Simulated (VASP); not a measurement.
Computed with PBEsol GGA, VASP's PBE PAW potentials (set 64) (plane waves; VASP).

VASP ran on this input.

### INCAR
```
LMAXMIX = 4
ENCUT = 520   ! plane-wave cut-off (eV)
NELM = 100
LREAL = .FALSE.   ! projection in real space or not
SIGMA = 0.05
LWAVE = .FALSE.
LASPH = .TRUE.   ! aspherical one-centre terms
EDIFF = 1E-7   ! SCF stop (eV)
ISMEAR = 0   ! Gaussian
ALGO = Normal
LORBIT = 11
LCHARG = .FALSE.
GGA = PS
SYSTEM = SnF4
ICHARG = 11   ! fixed density
PREC = Accurate
```

KPOINTS:
```
k-points along high-symmetry lines
10
Line-mode
Reciprocal
  0.000000   0.000000   0.000000 ! GAMMA
  0.000000   0.000000   0.500000 ! X

  0.000000   0.000000   0.500000 ! X
  0.250000   0.250000   0.250000 ! P

  0.250000   0.250000   0.250000 ! P
  0.000000   0.500000   0.000000 ! N

  0.000000   0.500000   0.000000 ! N
  0.000000   0.000000   0.000000 ! GAMMA

  0.000000   0.000000   0.000000 ! GAMMA
  0.500000   0.500000  -0.500000 ! M

  0.500000   0.500000  -0.500000 ! M
  0.318887   0.681113  -0.318887 ! S

 -0.318887   0.318887   0.318887 ! S_0
  0.000000   0.000000   0.000000 ! GAMMA

  0.000000   0.000000   0.500000 ! X
 -0.137773   0.137773   0.500000 ! R

  0.500000   0.500000  -0.137773 ! G
  0.500000   0.500000  -0.500000 ! M
```

POSCAR:
```
SnF4
1
   -2.0533353829     2.0533353829     3.9960488355
    2.0533353829    -2.0533353829     3.9960488355
    2.0533353829     2.0533353829    -3.9960488355
Sn F
1 4
Direct
  1.0000000000   1.0000000000   1.0000000000
  0.7626113546   0.7626113546   0.0000000000
  0.2373886454   0.2373886454   0.0000000000
  0.5000000000   1.0000000000   0.5000000000
  1.0000000000   0.5000000000   0.5000000000
```

POTCAR, in this order: Sn_d F (PBE.64 set). Program: vasp_std. Read from the step before: CHGCAR.

Output

File OSZICAR:
```
       N       E                     dE             d eps       ncg     rms          rms(c)
DAV:   1     0.513685836472E+03    0.51369E+03   -0.22710E+04  4712   0.230E+03
DAV:   2     0.313375361391E+02   -0.48235E+03   -0.46894E+03  5381   0.622E+02
DAV:   3    -0.218960226700E+02   -0.53234E+02   -0.52667E+02  5169   0.187E+02
DAV:   4    -0.236990636120E+02   -0.18030E+01   -0.18000E+01  5543   0.373E+01
DAV:   5    -0.237426751164E+02   -0.43612E-01   -0.43593E-01  5611   0.574E+00
DAV:   6    -0.237441174363E+02   -0.14423E-02   -0.14420E-02  5738   0.908E-01
DAV:   7    -0.237442009342E+02   -0.83498E-04   -0.83496E-04  6515   0.188E-01
DAV:   8    -0.237442016617E+02   -0.72756E-06   -0.72756E-06  5755   0.156E-02
DAV:   9    -0.237442016802E+02   -0.18441E-07   -0.18492E-07  4173   0.224E-03
   1 F= -.23744202E+02 E0= -.23744202E+02  d E =-.655166E-19
```

**OUTCAR**
```
 val. band max:       -0.4303297522   @ k =   0.0000   0.0000   0.5000

 cond. band min:       2.7375699695   @ k =   0.0000   0.0000   0.0000



 k-point     1 :       0.0000    0.0000    0.0000
  band No.  band energies     occupation
      1     -22.4217      2.00000
      2     -22.2961      2.00000
      3     -21.7660      2.00000
      4     -20.1854      2.00000
      5     -19.5081      2.00000
      6     -19.3572      2.00000
      7     -19.3572      2.00000
      8     -18.2077      2.00000
      9     -17.5976      2.00000
     10      -5.5677      2.00000
     11      -5.5677      2.00000
     12      -4.1266      2.00000
     13      -3.5892      2.00000
     14      -2.3616      2.00000
     15      -2.3616      2.00000
     16      -2.3077      2.00000
     17      -1.5884      2.00000
     18      -1.5739      2.00000
     19      -1.5739      2.00000
     20      -0.6542      2.00000
     21      -0.6542      2.00000
     22       2.7376      0.00000
     23      11.0564      0.00000
     24      11.9037      0.00000
     25      11.9042      0.00000

 k-point     2 :       0.0000    0.0000    0.0556
  band No.  band energies     occupation
      1     -22.4052      2.00000
      2     -22.2799      2.00000
      3     -21.7630      2.00000
      4     -20.1897      2.00000
      5     -19.5090      2.00000
      6     -19.3577      2.00000
      7     -19.3575      2.00000
      8     -18.2508      2.00000
      9     -17.6105      2.00000
     10      -5.7215      2.00000
     11      -5.4954      2.00000
     12      -4.1038      2.00000
     13      -3.4410      2.00000
     14      -2.3967      2.00000
     15      -2.3527      2.00000
     16      -2.3457      2.00000
     17      -1.6016      2.00000
     18      -1.5406      2.00000
     19      -1.5353      2.00000
     20      -0.7113      2.00000
     21      -0.6534      2.00000
     22       2.8350      0.00000
     23      11.0733      0.00000
     24      11.7805      0.00000
...
```

The density is held fixed in this step, so its total energy and stress have no physical meaning. Without a dispersion term in the relaxation, distances and binding between the weakly bound layers, chains or molecules are unreliable, and so is what depends on them. Unless said otherwise, spin-orbit coupling is left out, though it shifts the bands of the heavy elements here.

The structure comes from a computed database's SnF4 entry (I4/mmm); how it stands against other phases isn't given here. It was relaxed first.
